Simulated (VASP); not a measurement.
Method: revPBE GGA, VASP's PBE PAW potentials (set 64) (plane waves; VASP).

Input for VASP

**POSCAR**
```
AgCl
1
    0.0000000000     2.7750000000     2.7750000000
    2.7750000000     0.0000000000     2.7750000000
    2.7750000000     2.7750000000     0.0000000000
Ag Cl
1 1
Direct
  0.0000000000   0.0000000000   0.0000000000
  0.5000000000   0.5000000000   0.5000000000
```

KPOINTS:
```
Automatic
0
G
8 8 8
0 0 0
```

### INCAR
```
NSW = 60
GGA = RE   ! revPBE
LREAL = F   ! projection in real space or not
IBRION = 2   ! conjugate gradients
ISMEAR = 0
ISIF = 3   ! ions, shape and volume
EDIFFG = -0.01   ! ionic stop
PREC = Accurate
SYSTEM = AgCl
LASPH = T
SIGMA = 0.05   ! width (eV)
LWAVE = F
EDIFF = 1E-6   ! SCF stop (eV)
LMAXMIX = 4   ! l cut-off of mixed one-centre charges
NELM = 100
ENCUT = 520   ! plane-wave cut-off (eV)
LCHARG = F
ALGO = Normal   ! blocked Davidson
```

POTCAR, in this order: Ag Cl (PBE.64 set). Program: vasp_std.

Output of the run:

File OSZICAR:
```
       N       E                     dE             d eps       ncg     rms          rms(c)
DAV:   1     0.104923712858E+03    0.10492E+03   -0.89723E+03   778   0.126E+03
DAV:   2    -0.619819775442E+00   -0.10554E+03   -0.99494E+02   879   0.256E+02
DAV:   3    -0.489826661594E+01   -0.42784E+01   -0.42654E+01   874   0.556E+01
DAV:   4    -0.493326938268E+01   -0.35003E-01   -0.34999E-01   854   0.555E+00
DAV:   5    -0.493379147584E+01   -0.52209E-03   -0.52209E-03   859   0.689E-01    0.632E+00
DAV:   6    -0.475508154478E+01    0.17871E+00   -0.30034E-01   804   0.738E+00    0.417E+00
DAV:   7    -0.475113319787E+01    0.39483E-02   -0.11294E-01   759   0.273E+00    0.201E+00
DAV:   8    -0.475155237131E+01   -0.41917E-03   -0.59606E-03   794   0.994E-01    0.277E-01
DAV:   9    -0.475178149124E+01   -0.22912E-03   -0.87956E-04   819   0.397E-01    0.392E-02
DAV:  10    -0.475191292308E+01   -0.13143E-03   -0.17103E-04   774   0.131E-01    0.345E-02
DAV:  11    -0.475193080791E+01   -0.17885E-04   -0.25228E-05   819   0.411E-02    0.407E-03
DAV:  12    -0.475193124458E+01   -0.43667E-06   -0.80673E-07   657   0.101E-02
   1 F= -.47519312E+01 E0= -.47519312E+01  d E =-.475193E+01
       N       E                     dE             d eps       ncg     rms          rms(c)
DAV:   1    -0.562986692664E+01   -0.87794E+00   -0.16288E+01   754   0.450E+01    0.666E+00
DAV:   2    -0.486068260459E+01    0.76918E+00   -0.18617E+00   754   0.181E+01    0.219E+00
DAV:   3    -0.479521452611E+01    0.65468E-01   -0.22146E-01   769   0.469E+00    0.171E+00
DAV:   4    -0.479160556253E+01    0.36090E-02   -0.85269E-03   794   0.112E+00    0.384E-01
DAV:   5    -0.479116045254E+01    0.44511E-03   -0.22935E-03   884   0.666E-01    0.104E-01
DAV:   6    -0.479117773475E+01   -0.17282E-04   -0.26897E-04   799   0.157E-01    0.267E-02
DAV:   7    -0.479118095625E+01   -0.32215E-05   -0.16463E-05   889   0.643E-02    0.139E-02
DAV:   8    -0.479118329469E+01   -0.23384E-05   -0.25792E-06   766   0.149E-02    0.307E-03
DAV:   9    -0.479118331308E+01   -0.18389E-07   -0.43317E-07   592   0.621E-03
   2 F= -.47911833E+01 E0= -.47911833E+01  d E =-.392521E-01
       N       E                     dE             d eps       ncg     rms          rms(c)
DAV:   1    -0.486137082968E+01   -0.70188E-01   -0.13063E+00   754   0.127E+01    0.183E+00
DAV:   2    -0.479784531175E+01    0.63526E-01   -0.16716E-01   754   0.515E+00    0.551E-01
DAV:   3    -0.479312452575E+01    0.47208E-02   -0.16773E-02   769   0.118E+00    0.421E-01
DAV:   4    -0.479283412095E+01    0.29040E-03   -0.62106E-04   799   0.294E-01    0.906E-02
DAV:   5    -0.479280509612E+01    0.29025E-04   -0.26209E-04   884   0.235E-01    0.207E-02
DAV:   6    -0.479279848516E+01    0.66110E-05   -0.36891E-05   754   0.794E-02    0.730E-03
DAV:   7    -0.479279921361E+01   -0.72845E-06   -0.17755E-06   592   0.208E-02
   3 F= -.47927992E+01 E0= -.47927992E+01  d E =-.408680E-01
```

File OUTCAR:
```
------------------------ aborting loop because EDIFF is reached ----------------------------------------
  FORCE on cell =-STRESS in cart. coord.  units (eV):
  Direction    XX          YY          ZZ          XY          YZ          ZX
  --------------------------------------------------------------------------------------
  Total       -0.0134108     -0.0134108     -0.0134108      0.0000000      0.0000000      0.0000000
  in kB       -0.4597250     -0.4597250     -0.4597250      0.0000000      0.0000000      0.0000000
  external PRESSURE =      -0.4597250 kB  Pullay stress =       0.0000000 kB
  volume of cell :       46.74
      direct lattice vectors                 reciprocal lattice vectors
     0.000000000  2.858988975  2.858988975    -0.174886998  0.174886998  0.174886998
     2.858988975  0.000000000  2.858988975     0.174886998 -0.174886998  0.174886998
     2.858988975  2.858988975  0.000000000     0.174886998  0.174886998 -0.174886998
  FREE ENERGIE OF THE ION-ELECTRON SYSTEM (eV)
  ---------------------------------------------------
  free  energy   TOTEN  =        -4.7927992136 eV

  energy  without entropy=       -4.7927992136  energy(sigma->0) =       -4.79279921

 reached required accuracy - stopping structural energy minimisation
```
(Selected blocks of OUTCAR.)

File CONTCAR:
```
AgCl
   1.00000000000000
     0.0000000000000000    2.8589889751494866    2.8589889751494866
     2.8589889751494866    0.0000000000000000    2.8589889751494866
     2.8589889751494866    2.8589889751494866    0.0000000000000000
  Ag              Cl
     1     1
Direct
     0.0000000000000000    0.0000000000000000    0.0000000000000000
     0.5000000000000000    0.5000000000000000    0.5000000000000000
```

Energy and stress use the plane-wave basis of the starting cell.

The compound is AgCl in the rock salt structure. This run relaxes it. Symmetry was kept, so distortions that lower it aren't found.
